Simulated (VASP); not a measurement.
Level of theory: optB86b-vdW, VASP's PBE PAW potentials (set 64) (plane waves; VASP).

Input for VASP

**INCAR**
```
SYSTEM = MoS2
PREC = Accurate
ENCUT = 520
EDIFF = 1E-7
NELM = 100
ALGO = Normal
LREAL = .FALSE.
LASPH = .TRUE.
ISMEAR = -5
GGA = MK
PARAM1 = 0.1234
PARAM2 = 1.0
LUSE_VDW = .TRUE.
AGGAC = 0.0
LMAXMIX = 4
LWAVE = .FALSE.
LCHARG = .TRUE.
LORBIT = 11
NEDOS = 601
ISIF = 2
LEFG = .TRUE.
```

**KPOINTS**
```
K-points
0
gamma
 9 9 2
```

### POSCAR
```
MoS2
1.0
  1.5832496061  -2.7422684812   0.0000000000
  1.5832496061   2.7422684812   0.0000000000
  0.0000000000   0.0000000000  12.3129298391
Mo S
2 4
Direct
  0.3333330000   0.6666670000   0.2500000000
  0.6666670000   0.3333330000   0.7500000000
  0.3333330000   0.6666670000   0.8774312806
  0.6666670000   0.3333330000   0.3774312806
  0.6666670000   0.3333330000   0.1225687194
  0.3333330000   0.6666670000   0.6225687194
```

POTCAR, in this order: Mo_sv S (PBE.64 set). Program: vasp_std.

The resulting files:

**OUTCAR**
```
 ion  position               nearest neighbor table
   1  0.333  0.667  0.250-   4 2.41   5 2.41   4 2.41   5 2.41   4 2.41   5 2.41
   2  0.667  0.333  0.750-   3 2.41   6 2.41   3 2.41   6 2.41   3 2.41   6 2.41
   3  0.333  0.667  0.877-   2 2.41   2 2.41   2 2.41
   4  0.667  0.333  0.377-   1 2.41   1 2.41   1 2.41
   5  0.667  0.333  0.123-   1 2.41   1 2.41   1 2.41
   6  0.333  0.667  0.623-   2 2.41   2 2.41   2 2.41
  LATTYP: Found a hexagonal cell.
 ALAT       =     3.1664989718
 C/A-ratio  =     3.8884995539
 Subroutine PRICEL returns:
 Original cell was already a primitive cell.
 Subroutine GETGRP returns: Found 24 space group operations
The static configuration has the point symmetry D_3d.
 The point group associated with its full space group is D_6h.
The dynamic configuration has the point symmetry D_3d.
 Subroutine INISYM returns: Found 24 space group operations
 Subroutine IBZKPT returns following result:
 Found     24 irreducible k-points:

 Following reciprocal coordinates:
            Coordinates               Weight
  0.000000  0.000000  0.000000      1.000000
  0.111111  0.000000  0.000000      6.000000
  0.222222  0.000000  0.000000      6.000000
  0.333333  0.000000  0.000000      6.000000
  0.444444  0.000000  0.000000      6.000000
  0.111111  0.111111  0.000000      6.000000
  0.222222  0.111111  0.000000     12.000000
  0.333333  0.111111  0.000000     12.000000
  0.444444  0.111111  0.000000      6.000000
  0.222222  0.222222  0.000000      6.000000
  0.333333  0.222222  0.000000     12.000000
  0.333333  0.333333  0.000000      2.000000
  0.000000  0.000000  0.500000      1.000000
  0.111111  0.000000  0.500000      6.000000
  0.222222  0.000000  0.500000      6.000000
  0.333333  0.000000  0.500000      6.000000
  0.444444  0.000000  0.500000      6.000000
  0.111111  0.111111  0.500000      6.000000
  0.222222  0.111111  0.500000     12.000000
  0.333333  0.111111  0.500000     12.000000
  0.444444  0.111111  0.500000      6.000000
  0.222222  0.222222  0.500000      6.000000
  0.333333  0.222222  0.500000     12.000000
  0.333333  0.333333  0.500000      2.000000
   k-points           NKPTS =     24   k-points in BZ     NKDIM =     24   number of bands    NBANDS=     31
   number of dos      NEDOS =    601   number of ions     NIONS =      6
   total plane-waves  NPLWV =  55296
   dimension x,y,z NGX =    24 NGY =   24 NGZ =   96
   dimension x,y,z NGXF=    48 NGYF=   48 NGZF=  192
   ions per type =               2   4
   PREC   = accura    normal or accurate (medium, high low for compatibility)
   ISTART =      0    job   : 0-new  1-cont  2-samecut
   ICHARG =      2    charge: 1-file 2-atom 10-const
   ISPIN  =      1    spin polarized calculation?
   LNONCOLLINEAR =      F non collinear calculations
   LSORBIT =      F    spin-orbit coupling
   INIWAV =      1    electr: 0-lowe 1-rand  2-diag
   ENCUT  =  520.0 eV  38.22 Ry    6.18 a.u.   5.89  5.89 22.89*2*pi/ulx,y,z
   NELM   =    100;   NELMIN=  2; NELMDL= -5     # of ELM steps
   EDIFF  = 0.1E-06   stopping-criterion for ELM
   LREAL  =      F    real-space projection
   NLSPLINE    = F    spline interpolate recip. space projectors
   LMAXMIX     =    4 max onsite mixed and CHGCAR
   VOSKOWN=      0    Vosko Wilk Nusair interpolation
   EDIFFG = 0.1E-05   stopping-criterion for IOM
   NSW    =      0    number of steps for IOM
   NBLOCK =      1;   KBLOCK =      1    inner block; outer block
   IBRION =     -1    ionic relax: 0-MD 1-quasi-New 2-CG
   NFREE  =      0    steps in history (QN), initial steepest desc. (CG)
   ISIF   =      2    stress and relaxation
   ISYM   =      2    0-nonsym 1-usesym 2-fastsym
   TEIN   =    0.0    initial temperature
   TEBEG  =    0.0;   TEEND  =   0.0 temperature during run
...
```

OSZICAR:
```
       N       E                     dE             d eps       ncg     rms          rms(c)
DAV:   1     0.461287882076E+03    0.46129E+03   -0.29682E+04  1672   0.159E+03
DAV:   2    -0.104438618691E+02   -0.47173E+03   -0.46206E+03  1865   0.398E+02
DAV:   3    -0.349496399189E+02   -0.24506E+02   -0.24351E+02  1942   0.794E+01
DAV:   4    -0.354475767130E+02   -0.49794E+00   -0.49656E+00  1842   0.113E+01
DAV:   5    -0.354608175743E+02   -0.13241E-01   -0.13237E-01  1947   0.180E+00    0.339E+01
DAV:   6    -0.333403590383E+02    0.21205E+01   -0.23729E+01  1684   0.254E+01    0.134E+01
DAV:   7    -0.328847936703E+02    0.45557E+00   -0.10541E+01  1696   0.164E+01    0.833E+00
DAV:   8    -0.325437984941E+02    0.34100E+00   -0.16409E+00  1966   0.699E+00    0.287E+00
DAV:   9    -0.325560585371E+02   -0.12260E-01   -0.15052E-01  2007   0.188E+00    0.137E+00
DAV:  10    -0.325472637583E+02    0.87948E-02   -0.71602E-02  1792   0.147E+00    0.363E-01
DAV:  11    -0.325472180751E+02    0.45683E-04   -0.27694E-03  1838   0.299E-01    0.215E-01
DAV:  12    -0.325470797856E+02    0.13829E-03   -0.62335E-04  1901   0.127E-01    0.881E-02
DAV:  13    -0.325470712629E+02    0.85227E-05   -0.15913E-04  1998   0.664E-02    0.153E-02
DAV:  14    -0.325470728588E+02   -0.15959E-05   -0.89295E-06  1832   0.169E-02    0.182E-02
DAV:  15    -0.325470729044E+02   -0.45585E-07   -0.95913E-07  1597   0.600E-03
   1 F= -.32547073E+02 E0= -.32547073E+02  d E =0.000000E+00
```

**OUTCAR**
```
------------------------ aborting loop because EDIFF is reached ----------------------------------------
  FORCE on cell =-STRESS in cart. coord.  units (eV):
  Direction    XX          YY          ZZ          XY          YZ          ZX
  --------------------------------------------------------------------------------------
  Total       -0.0035866     -0.0035866      0.0631450      0.0000000     -0.0000000     -0.0000000
  in kB       -0.0537452     -0.0537452      0.9462342      0.0000000     -0.0000000     -0.0000000
  external PRESSURE =       0.2795813 kB  Pullay stress =       0.0000000 kB
  volume of cell :      106.92
      direct lattice vectors                 reciprocal lattice vectors
     1.583249606 -2.742268481  0.000000000     0.315806174 -0.182330798  0.000000000
     1.583249606  2.742268481  0.000000000     0.315806174  0.182330798  0.000000000
     0.000000000  0.000000000 12.312929839     0.000000000  0.000000000  0.081215439
 POSITION                                       TOTAL-FORCE (eV/Angst)
 -----------------------------------------------------------------------------------
      1.58325      0.91409      3.07823        -0.000000     -0.000000      0.000000
      1.58325     -0.91409      9.23470        -0.000000      0.000000      0.000000
      1.58325      0.91409     10.80375         0.000000     -0.000000     -0.013886
      1.58325     -0.91409      4.64728        -0.000000     -0.000000     -0.013886
      1.58325     -0.91409      1.50918         0.000000      0.000000      0.013886
      1.58325      0.91409      7.66564        -0.000000     -0.000000      0.013886
 -----------------------------------------------------------------------------------
    total drift:                               -0.000228      0.001608     -0.000030
  FREE ENERGIE OF THE ION-ELECTRON SYSTEM (eV)
  ---------------------------------------------------
  free  energy   TOTEN  =       -32.5470729044 eV

  energy  without entropy=      -32.5470729044  energy(sigma->0) =      -32.54707290

 total charge

# of ion       s       p       d       tot
------------------------------------------
    1        2.291   6.217   3.954  12.463
    2        2.291   6.217   3.954  12.463
    3        1.366   2.336   0.000   3.703
    4        1.366   2.336   0.000   3.703
    5        1.366   2.336   0.000   3.703
    6        1.366   2.336   0.000   3.703
--------------------------------------------------
tot         10.048  21.780   7.909  39.737

 Electric field gradients after diagonalization (V/A^2)
 (convention: |V_zz| > |V_xx| > |V_yy|)
----------------------------------------------------------------------
 ion       V_xx      V_yy      V_zz     asymmetry (V_yy - V_xx)/ V_zz
----------------------------------------------------------------------
   1      39.727    39.722   -79.450       0.000
   2      39.727    39.722   -79.450       0.000
   3      25.513    25.512   -51.025       0.000
   4      25.513    25.512   -51.025       0.000
   5      25.513    25.512   -51.025       0.000
   6      25.513    25.512   -51.025       0.000
```
(Selected blocks of OUTCAR.)

The compound is MoS2 in the 2H layered structure. It was relaxed first.
